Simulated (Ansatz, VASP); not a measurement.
# Two plane-wave programs on Sn2Te3Pt

```xyz
6
Lattice="3.6869 0.0000 0.0000 0.0000 3.6869 0.0000 0.0000 0.0000 11.4528" Properties=species:S:1:pos:R:3 pbc="T T T"
Sn    1.8434    1.8434    3.6711
Sn    1.8434    1.8434    7.7817
Te    0.0000    0.0000    9.9049
Te    0.0000    0.0000    1.5479
Te    0.0000    0.0000    5.7264
Pt    1.8434    1.8434    0.0000
```

Change from the starting cell: species swapped into the Li3Tl2Cd type (P4/mmm, No. 123).

Alike in both runs: functional PBE; k mesh 4 × 4 × 2; occupations gaussian, width 0.1 eV; no spin polarisation.

Ansatz relaxed the structure, and its values are those at the end. VASP's run is a single point on that final structure, the one shown.

```csv
,VASP,Ansatz
version,VASP 6.6.1,Ansatz 0.2.0
potentials or method,"VASP PAW PBE potentials, release 64 (Sn_d, Te, Pt)","scalar-relativistic, plane waves, PAW"
plane-wave cutoff (eV),520,420
valence electrons in the cell,56,94
```

VASP gave:

```
gap on the k mesh at the Fermi level (eV) : none
pressure (GPa)                            : -0.2
rms of the force components (eV/Å)        : 0.012
```

Problem. What did Ansatz give for the same quantities?

Solution. gap on the k mesh at the Fermi level (eV): none; pressure (GPa): -0.1; rms of the force components (eV/Å): 0.012.

A gap of «none» marks a metal or a gap that the smearing closes. The functional is the same, so the differences come from potentials, cutoffs and numerics. The two sets of potentials don't hold the same shells in valence.

Caveats: the k mesh is coarse (spacing up to 0.43 Å⁻¹), so the values aren't converged. Spin-orbit coupling is left out, which matters for the levels of Pt, Te.
